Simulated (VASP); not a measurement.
Output of a VASP run:

### OUTCAR
```
 ion  position               nearest neighbor table
   1  0.000  0.000  0.000-   2 3.09   2 3.09   2 3.09   2 3.09   2 3.09   2 3.09
   2  0.500  0.500  0.500-   1 3.09   1 3.09   1 3.09   1 3.09   1 3.09   1 3.09
  LATTYP: Found a face centered cubic cell.
 ALAT       =     6.1755011790
 Subroutine PRICEL returns:
 Original cell was already a primitive cell.
 Subroutine GETGRP returns: Found 48 space group operations
The static configuration has the point symmetry O_h .
The dynamic configuration has the point symmetry O_h .
 Subroutine INISYM returns: Found 48 space group operations
 Subroutine IBZKPT returns following result:
 Found     20 irreducible k-points:

 Following reciprocal coordinates:
            Coordinates               Weight
  0.000000  0.000000  0.000000      1.000000
  0.142857  0.000000  0.000000      8.000000
  0.285714  0.000000  0.000000      8.000000
  0.428571  0.000000  0.000000      8.000000
  0.142857  0.142857  0.000000      6.000000
  0.285714  0.142857  0.000000     24.000000
  0.428571  0.142857  0.000000     24.000000
 -0.428571  0.142857  0.000000     24.000000
 -0.285714  0.142857  0.000000     24.000000
 -0.142857  0.142857  0.000000     12.000000
  0.285714  0.285714  0.000000      6.000000
  0.428571  0.285714  0.000000     24.000000
 -0.428571  0.285714  0.000000     24.000000
 -0.285714  0.285714  0.000000     12.000000
  0.428571  0.428571  0.000000      6.000000
 -0.428571  0.428571  0.000000     12.000000
  0.428571  0.285714  0.142857     24.000000
 -0.428571  0.285714  0.142857     48.000000
 -0.428571  0.428571  0.142857     24.000000
 -0.285714  0.428571  0.142857     24.000000
   k-points           NKPTS =     20   k-points in BZ     NKDIM =     20   number of bands    NBANDS=     12
   number of dos      NEDOS =    301   number of ions     NIONS =      2
   total plane-waves  NPLWV =  32768
   dimension x,y,z NGX =    32 NGY =   32 NGZ =   32
   dimension x,y,z NGXF=    64 NGYF=   64 NGZF=   64
   ions per type =               1   1
   PREC   = accura    normal or accurate (medium, high low for compatibility)
   ISTART =      0    job   : 0-new  1-cont  2-samecut
   ICHARG =      2    charge: 1-file 2-atom 10-const
   ISPIN  =      1    spin polarized calculation?
   LNONCOLLINEAR =      F non collinear calculations
   LSORBIT =      F    spin-orbit coupling
   INIWAV =      1    electr: 0-lowe 1-rand  2-diag
   ENCUT  =  520.0 eV  38.22 Ry    6.18 a.u.   8.12  8.12  8.12*2*pi/ulx,y,z
   NELM   =    100;   NELMIN=  2; NELMDL= -5     # of ELM steps
   EDIFF  = 0.1E-06   stopping-criterion for ELM
   LREAL  =      F    real-space projection
   NLSPLINE    = F    spline interpolate recip. space projectors
   LMAXMIX     =    2 max onsite mixed and CHGCAR
   VOSKOWN=      0    Vosko Wilk Nusair interpolation
   EDIFFG = 0.1E-05   stopping-criterion for IOM
   NSW    =      0    number of steps for IOM
   NBLOCK =      1;   KBLOCK =      1    inner block; outer block
   IBRION =     -1    ionic relax: 0-MD 1-quasi-New 2-CG
   NFREE  =      0    steps in history (QN), initial steepest desc. (CG)
   ISIF   =      2    stress and relaxation
   ISYM   =      2    0-nonsym 1-usesym 2-fastsym
   TEIN   =    0.0    initial temperature
   TEBEG  =    0.0;   TEEND  =   0.0 temperature during run
   SMASS  =  -3.00    Nose mass-parameter (am)
   PSTRESS=    0.0 pullay stress
   NELECT =      16.0000    total number of electrons
   EFERMI =   0.00;   METHOD = LEGACY
   ISMEAR =     0;   SIGMA  =   0.05  broadening in eV -4-tet -1-fermi 0-gaus
   IALGO  =     38    algorithm
   LDIAG  =      T    sub-space diagonalisation (order eigenvalues)
   IMIX   =      4    mixing-type and parameters
     AMIX     =   0.40;   BMIX     =  1.00
     AMIX_MAG =   1.60;   BMIX_MAG =  1.00
     AMIN     =   0.10
   METAGGA = MS2    functional components
   VOSKOWN =     0    Vosko Wilk Nusair interpolation
   LHFCALC =     F    Hartree Fock is set to
   LHFONE  =     F    Hartree Fock one center treatment
...
```

**OSZICAR**
```
       N       E                     dE             d eps       ncg     rms          rms(c)
DAV:   1     0.883991738758E+02    0.88399E+02   -0.69638E+03   480   0.114E+03
DAV:   2    -0.190039183682E+02   -0.10740E+03   -0.10003E+03   624   0.285E+02
DAV:   3    -0.247479546544E+02   -0.57440E+01   -0.56797E+01   644   0.607E+01
DAV:   4    -0.250080399313E+02   -0.26009E+00   -0.25599E+00   732   0.116E+01
DAV:   5    -0.250134978312E+02   -0.54579E-02   -0.54505E-02   632   0.164E+00    0.556E+00
DAV:   6    -0.152516217246E+02    0.97619E+01   -0.13376E+01   568   0.334E+01    0.346E+00
DAV:   7    -0.173352918431E+02   -0.20837E+01   -0.16535E+00   532   0.176E+01    0.237E+00
DAV:   8    -0.171003553991E+02    0.23494E+00   -0.91237E-01   748   0.115E+01    0.228E+00
DAV:   9    -0.172409738896E+02   -0.14062E+00   -0.38925E-01   680   0.677E+00    0.124E+00
DAV:  10    -0.171749338334E+02    0.66040E-01   -0.19333E-01   544   0.605E+00    0.739E-01
DAV:  11    -0.172162060654E+02   -0.41272E-01   -0.13041E-01   492   0.565E+00    0.373E-01
DAV:  12    -0.172099086588E+02    0.62974E-02   -0.43285E-02   652   0.172E+00    0.384E-01
DAV:  13    -0.172112280754E+02   -0.13194E-02   -0.19452E-03   548   0.552E-01    0.251E-01
DAV:  14    -0.172123502383E+02   -0.11222E-02   -0.72527E-03   496   0.112E+00    0.271E-01
DAV:  15    -0.172113477260E+02    0.10025E-02   -0.40167E-03   760   0.687E-01    0.122E-01
DAV:  16    -0.172113234197E+02    0.24306E-04   -0.74749E-04   848   0.313E-01    0.717E-02
DAV:  17    -0.172112143662E+02    0.10905E-03   -0.88111E-05   580   0.106E-01    0.217E-02
DAV:  18    -0.172111705628E+02    0.43803E-04   -0.10341E-04   900   0.111E-01    0.104E-02
DAV:  19    -0.172111806195E+02   -0.10057E-04   -0.78798E-06   748   0.350E-02    0.634E-03
DAV:  20    -0.172111793711E+02    0.12484E-05   -0.16335E-06   800   0.165E-02    0.241E-03
DAV:  21    -0.172111802729E+02   -0.90182E-06   -0.13471E-06   740   0.130E-02    0.779E-04
DAV:  22    -0.172111799343E+02    0.33867E-06   -0.11838E-07   436   0.517E-03    0.919E-04
DAV:  23    -0.172111800783E+02   -0.14404E-06   -0.68974E-08   392   0.292E-03    0.640E-04
DAV:  24    -0.172111802693E+02   -0.19095E-06   -0.35870E-08   400   0.233E-03    0.456E-04
DAV:  25    -0.172111802691E+02    0.21123E-09   -0.86796E-09   320   0.105E-03
   1 F= -.17211180E+02 E0= -.17211180E+02  d E =-.114448E-15
```

### OUTCAR
```
------------------------ aborting loop because EDIFF is reached ----------------------------------------
  FORCE on cell =-STRESS in cart. coord.  units (eV):
  Direction    XX          YY          ZZ          XY          YZ          ZX
  --------------------------------------------------------------------------------------
  Total        0.5110576      0.5110576      0.5110576      0.0000000      0.0000000      0.0000000
  in kB       13.9066908     13.9066908     13.9066908      0.0000000      0.0000000      0.0000000
  external PRESSURE =      13.9066908 kB  Pullay stress =       0.0000000 kB
  volume of cell :       58.88
      direct lattice vectors                 reciprocal lattice vectors
     0.000000000  3.087750590  3.087750590    -0.161930177  0.161930177  0.161930177
     3.087750590  0.000000000  3.087750590     0.161930177 -0.161930177  0.161930177
     3.087750590  3.087750590  0.000000000     0.161930177  0.161930177 -0.161930177
  FREE ENERGIE OF THE ION-ELECTRON SYSTEM (eV)
  ---------------------------------------------------
  free  energy   TOTEN  =       -17.2111802691 eV

  energy  without entropy=      -17.2111802691  energy(sigma->0) =      -17.21118027
```
(Selected blocks of OUTCAR.)

POSCAR:
```
KCl
1
    0.0000000000     3.0877505895     3.0877505895
    3.0877505895     0.0000000000     3.0877505895
    3.0877505895     3.0877505895     0.0000000000
K Cl
1 1
Direct
  0.0000000000   0.0000000000   0.0000000000
  0.5000000000   0.5000000000   0.5000000000
```

Task: Reconstruct the remaining input files.

Result: This is not unique; one that fits is the input of the run itself, MS2 meta-GGA, plane waves, VASP's PBE PAW potentials (set 64).

**INCAR**
```
# general
SYSTEM   =  KCl
PREC     =  Accurate
ENCUT    =  520
LREAL    =  .FALSE.
LASPH    =  .TRUE.

# electronic loop
EDIFF    =  1E-7
NELM     =  100
ALGO     =  Normal
LMIXTAU  =  .TRUE.

# smearing
ISMEAR   =  0
SIGMA    =  0.05

# functional
METAGGA  =  MS2

# ions
ISIF     =  2

# output
LWAVE    =  .FALSE.
LCHARG   =  .FALSE.
```

### KPOINTS
```
Automatic
0
G
 7 7 7
```

POTCAR, in this order: K_sv Cl (PBE.64 set). Program: vasp_std.

The compound is KCl in the rock salt structure. This cell is one point of a volume scan, at 0.94 of the reference volume.
